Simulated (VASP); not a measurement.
OSZICAR of a VASP run on Ti (hcp):

### OSZICAR
```
       N       E                     dE             d eps       ncg     rms          rms(c)
DAV:   1     0.237102229689E+03    0.23710E+03   -0.13528E+04  2688   0.183E+03
DAV:   2    -0.348869936391E+01   -0.24059E+03   -0.23929E+03  2784   0.495E+02
DAV:   3    -0.332345310305E+02   -0.29746E+02   -0.29518E+02  5336   0.141E+02
DAV:   4    -0.345434024638E+02   -0.13089E+01   -0.13088E+01  2752   0.317E+01
DAV:   5    -0.346198815714E+02   -0.76479E-01   -0.76479E-01  4456   0.535E+00    0.142E+01
DAV:   6    -0.271961438887E+02    0.74237E+01   -0.21232E+01  3360   0.613E+01    0.195E+00
DAV:   7    -0.246099952305E+02    0.25861E+01   -0.30268E+00  4392   0.140E+01    0.242E+00
DAV:   8    -0.255518469955E+02   -0.94185E+00   -0.75140E-01  3656   0.544E+00    0.181E+00
DAV:   9    -0.260561910850E+02   -0.50434E+00   -0.87554E-01  2696   0.120E+01    0.188E+00
DAV:  10    -0.258937141670E+02    0.16248E+00   -0.29807E-01  2896   0.655E+00    0.375E-01
DAV:  11    -0.258979911334E+02   -0.42770E-02   -0.15189E-02  3392   0.108E+00    0.199E-01
DAV:  12    -0.258951670878E+02    0.28240E-02   -0.59414E-03  2952   0.844E-01    0.101E-01
DAV:  13    -0.258948188022E+02    0.34829E-03   -0.21073E-03  3504   0.415E-01    0.264E-02
DAV:  14    -0.258952140353E+02   -0.39523E-03   -0.57104E-04  2752   0.268E-01    0.173E-02
DAV:  15    -0.258953085917E+02   -0.94556E-04   -0.72917E-05  3488   0.999E-02    0.125E-02
DAV:  16    -0.258952715151E+02    0.37077E-04   -0.29768E-05  3632   0.497E-02    0.246E-03
DAV:  17    -0.258952879283E+02   -0.16413E-04   -0.61439E-06  2280   0.282E-02    0.106E-03
DAV:  18    -0.258952880984E+02   -0.17013E-06   -0.55460E-07  1536   0.112E-02
   1 F= -.25895288E+02 E0= -.25895163E+02  d E =-.258953E+02
       N       E                     dE             d eps       ncg     rms          rms(c)
DAV:   1    -0.261871253589E+02   -0.29184E+00   -0.77145E+00  3504   0.406E+01    0.442E+00
DAV:   2    -0.259068218767E+02    0.28030E+00   -0.14683E+00  3584   0.153E+01    0.158E+00
DAV:   3    -0.258915161805E+02    0.15306E-01   -0.27815E-01  3480   0.354E+00    0.461E-01
DAV:   4    -0.258921055651E+02   -0.58938E-03   -0.26672E-02  3584   0.158E+00    0.238E-01
DAV:   5    -0.258915501423E+02    0.55542E-03   -0.54156E-02  4240   0.218E+00    0.188E-01
DAV:   6    -0.258953962712E+02   -0.38461E-02   -0.10661E-02  2712   0.126E+00    0.183E-01
DAV:   7    -0.258964767859E+02   -0.10805E-02   -0.15391E-03  2816   0.457E-01    0.827E-02
DAV:   8    -0.258963027447E+02    0.17404E-03   -0.15137E-03  2792   0.465E-01    0.276E-02
DAV:   9    -0.258963946730E+02   -0.91928E-04   -0.13604E-04  4200   0.856E-02    0.396E-02
DAV:  10    -0.258964396425E+02   -0.44970E-04   -0.40643E-05  3264   0.515E-02    0.182E-02
DAV:  11    -0.258964422106E+02   -0.25680E-05   -0.75129E-06  2808   0.388E-02    0.262E-03
DAV:  12    -0.258964430696E+02   -0.85908E-06   -0.20803E-06  2168   0.166E-02
   2 F= -.25896443E+02 E0= -.25896369E+02  d E =-.115497E-02
       N       E                     dE             d eps       ncg     rms          rms(c)
DAV:   1    -0.259606107692E+02   -0.64169E-01   -0.16300E+00  3496   0.191E+01    0.201E+00
DAV:   2    -0.259017138716E+02    0.58897E-01   -0.33741E-01  3680   0.712E+00    0.723E-01
DAV:   3    -0.258982319297E+02    0.34819E-02   -0.58703E-02  3448   0.155E+00    0.190E-01
DAV:   4    -0.258977586978E+02    0.47323E-03   -0.56589E-03  3464   0.755E-01    0.109E-01
DAV:   5    -0.258980440184E+02   -0.28532E-03   -0.11019E-02  4232   0.103E+00    0.719E-02
DAV:   6    -0.258989451992E+02   -0.90118E-03   -0.25686E-03  2784   0.564E-01    0.808E-02
DAV:   7    -0.258990061068E+02   -0.60908E-04   -0.14664E-04  3112   0.122E-01    0.397E-02
DAV:   8    -0.258990459151E+02   -0.39808E-04   -0.84985E-05  2808   0.107E-01    0.257E-02
DAV:   9    -0.258990401974E+02    0.57177E-05   -0.13304E-05  4000   0.317E-02    0.209E-02
DAV:  10    -0.258990386543E+02    0.15431E-05   -0.11532E-05  2720   0.375E-02    0.127E-03
DAV:  11    -0.258990395176E+02   -0.86332E-06   -0.79405E-07  1456   0.124E-02
   3 F= -.25899040E+02 E0= -.25898927E+02  d E =-.375142E-02
       N       E                     dE             d eps       ncg     rms          rms(c)
DAV:   1    -0.258990719055E+02   -0.33251E-04   -0.91843E-04  3648   0.444E-01    0.477E-02
DAV:   2    -0.258990302746E+02    0.41631E-04   -0.18131E-04  3720   0.164E-01    0.168E-02
DAV:   3    -0.258990366004E+02   -0.63258E-05   -0.29770E-05  3424   0.365E-02    0.452E-03
DAV:   4    -0.258990325020E+02    0.40984E-05   -0.23261E-06  2088   0.150E-02    0.230E-03
DAV:   5    -0.258990390748E+02   -0.65727E-05   -0.53186E-06  3088   0.237E-02    0.158E-03
DAV:   6    -0.258990364008E+02    0.26740E-05   -0.13923E-06  1552   0.141E-02    0.157E-03
DAV:   7    -0.258990370780E+02   -0.67722E-06   -0.26745E-07  1392   0.611E-03
   4 F= -.25899037E+02 E0= -.25898925E+02  d E =-.374898E-02
       N       E                     dE             d eps       ncg     rms          rms(c)
DAV:   1    -0.258995035466E+02   -0.46715E-03   -0.30216E-02  2824   0.259E+00    0.156E-01
DAV:   2    -0.258992640680E+02    0.23948E-03   -0.20123E-03  2688   0.489E-01    0.839E-02
DAV:   3    -0.258991618273E+02    0.10224E-03   -0.31248E-04  3792   0.303E-01    0.848E-03
DAV:   4    -0.258991566685E+02    0.51588E-05   -0.90939E-05  3032   0.140E-01    0.433E-03
DAV:   5    -0.258991361714E+02    0.20497E-04   -0.14021E-05  3216   0.465E-02    0.242E-03
DAV:   6    -0.258991421464E+02   -0.59750E-05   -0.16276E-06  2072   0.219E-02    0.171E-03
DAV:   7    -0.258991371977E+02    0.49487E-05   -0.40393E-07  1568   0.885E-03    0.684E-04
DAV:   8    -0.258991394855E+02   -0.22878E-05   -0.20576E-07  1400   0.542E-03    0.198E-04
DAV:   9    -0.258991381277E+02    0.13578E-05   -0.41102E-08  1400   0.326E-03    0.161E-04
DAV:  10    -0.258991388082E+02   -0.68052E-06   -0.22765E-08  1384   0.169E-03
   5 F= -.25899139E+02 E0= -.25899044E+02  d E =-.101730E-03
       N       E                     dE             d eps       ncg     rms          rms(c)
DAV:   1    -0.258993648332E+02   -0.22671E-03   -0.16934E-02  2824   0.194E+00    0.117E-01
DAV:   2    -0.258992361861E+02    0.12865E-03   -0.11253E-03  2704   0.366E-01    0.628E-02
DAV:   3    -0.258991707972E+02    0.65389E-04   -0.17498E-04  3768   0.228E-01    0.631E-03
DAV:   4    -0.258991727961E+02   -0.19989E-05   -0.51288E-05  3072   0.105E-01    0.325E-03
DAV:   5    -0.258991585901E+02    0.14206E-04   -0.75192E-06  2640   0.347E-02    0.179E-03
DAV:   6    -0.258991630865E+02   -0.44964E-05   -0.10364E-06  1712   0.184E-02    0.127E-03
DAV:   7    -0.258991596360E+02    0.34506E-05   -0.30106E-07  1440   0.768E-03    0.519E-04
DAV:   8    -0.258991612191E+02   -0.15831E-05   -0.13680E-07  1392   0.467E-03    0.159E-04
DAV:   9    -0.258991600564E+02    0.11627E-05   -0.30534E-08  1416   0.282E-03    0.125E-04
DAV:  10    -0.258991603959E+02   -0.33955E-06   -0.10917E-08  1384   0.139E-03
   6 F= -.25899160E+02 E0= -.25899078E+02  d E =-.123318E-03
```

Question: Which electronic solver shows in the log?

Answer: It is blocked Davidson (ALGO = Normal, or the opening steps of other solvers). The INCAR had ALGO = Normal.

Question: Can the final energy be trusted as converged?

Answer: The calculation finished and met its thresholds. It stopped with EDIFF = 1E-6, NELM = 100, NSW = 60 and EDIFFG = -0.01 after 6 ionic steps (r2SCAN meta-GGA, plane waves, VASP's PBE PAW potentials (set 64)).

The compound is Ti in the hcp structure. This run relaxes it. Symmetry was kept, so distortions that lower it aren't found.
